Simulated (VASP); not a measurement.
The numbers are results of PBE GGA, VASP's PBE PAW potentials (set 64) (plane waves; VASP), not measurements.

VASP ran on this input.

### INCAR
```
SYSTEM = La
PREC = Accurate
ENCUT = 400
EDIFF = 1E-6
NELM = 100
ALGO = Normal
LREAL = .FALSE.
LASPH = .TRUE.
ISMEAR = 2
SIGMA = 0.01
GGA = PE
LMAXMIX = 6
LWAVE = .FALSE.
LCHARG = .FALSE.
ISIF = 2
```

File KPOINTS:
```
Automatic mesh
0
G
  9 9 3
0 0 0
```

**POSCAR**
```
La
1
    1.8850000000    -3.2649160000     0.0000000000
    1.8850000000     3.2649160000     0.0000000000
    0.0000000000     0.0000000000    12.1600000000
La
4
Direct
  0.0000000000   0.0000000000   0.5000000000
  0.0000000000   0.0000000000   0.0000000000
  0.3333330000   0.6666670000   0.2500000000
  0.6666670000   0.3333330000   0.7500000000
```

POTCAR, in this order: La (PBE.64 set). Program: vasp_std.

Output

### OSZICAR
```
       N       E                     dE             d eps       ncg     rms          rms(c)
DAV:   1     0.536612211538E+03    0.53661E+03   -0.12860E+04  1256   0.185E+03
DAV:   2     0.966302566304E+02   -0.43998E+03   -0.43543E+03  1912   0.435E+02
DAV:   3    -0.528541968189E+01   -0.10192E+03   -0.10115E+03  2232   0.258E+02
DAV:   4    -0.175480442174E+02   -0.12263E+02   -0.12039E+02  2312   0.873E+01
DAV:   5    -0.193009008892E+02   -0.17529E+01   -0.17155E+01  2464   0.308E+01    0.480E+00
DAV:   6    -0.194932920786E+02   -0.19239E+00   -0.22112E+00  2440   0.108E+01    0.245E+00
DAV:   7    -0.195191942844E+02   -0.25902E-01   -0.33672E-01  2408   0.405E+00    0.626E-01
DAV:   8    -0.195278016046E+02   -0.86073E-02   -0.57371E-02  2448   0.156E+00    0.238E-01
DAV:   9    -0.195299789684E+02   -0.21774E-02   -0.93793E-03  2400   0.507E-01    0.177E-01
DAV:  10    -0.195318909651E+02   -0.19120E-02   -0.76299E-03  2080   0.531E-01    0.436E-02
DAV:  11    -0.195319401974E+02   -0.49232E-04   -0.74329E-04  2472   0.207E-01    0.301E-02
DAV:  12    -0.195319354360E+02    0.47614E-05   -0.97025E-05  1896   0.500E-02    0.198E-02
DAV:  13    -0.195319424427E+02   -0.70067E-05   -0.45457E-05  1912   0.466E-02    0.744E-03
DAV:  14    -0.195319415574E+02    0.88531E-06   -0.44055E-06  1296   0.229E-02
   1 F= -.19531942E+02 E0= -.19531950E+02  d E =0.349833E-04
```

File OUTCAR:
```
------------------------ aborting loop because EDIFF is reached ----------------------------------------
  FORCE on cell =-STRESS in cart. coord.  units (eV):
  Direction    XX          YY          ZZ          XY          YZ          ZX
  --------------------------------------------------------------------------------------
  Total        0.0507935      0.0507935     -0.4865985      0.0000000      0.0000000      0.0000000
  in kB        0.5437158      0.5437159     -5.2087606      0.0000000      0.0000000      0.0000000
  external PRESSURE =      -1.3737763 kB  Pullay stress =       0.0000000 kB
  volume of cell :      149.67
      direct lattice vectors                 reciprocal lattice vectors
     1.885000000 -3.264916000  0.000000000     0.265251989 -0.153143297  0.000000000
     1.885000000  3.264916000  0.000000000     0.265251989  0.153143297  0.000000000
     0.000000000  0.000000000 12.160000000     0.000000000  0.000000000  0.082236842
 POSITION                                       TOTAL-FORCE (eV/Angst)
 -----------------------------------------------------------------------------------
      0.00000      0.00000      6.08000        -0.000000     -0.000000     -0.000000
      0.00000      0.00000      0.00000        -0.000000      0.000000     -0.000000
      1.88500      1.08831      3.04000        -0.000000      0.000000     -0.000000
      1.88500     -1.08831      9.12000         0.000000     -0.000000      0.000000
 -----------------------------------------------------------------------------------
    total drift:                                0.000000      0.000000      0.000000
  FREE ENERGIE OF THE ION-ELECTRON SYSTEM (eV)
  ---------------------------------------------------
  free  energy   TOTEN  =       -19.5319415574 eV

  energy  without entropy=      -19.5319765407  energy(sigma->0) =      -19.53195030
```
(Selected blocks of OUTCAR.)

The compound is La in the dhcp structure. The cell was not relaxed at this level. The run is one of a series of settings (ISMEAR = 2, SIGMA = 0.01 against the base run), some of them coarse on purpose.
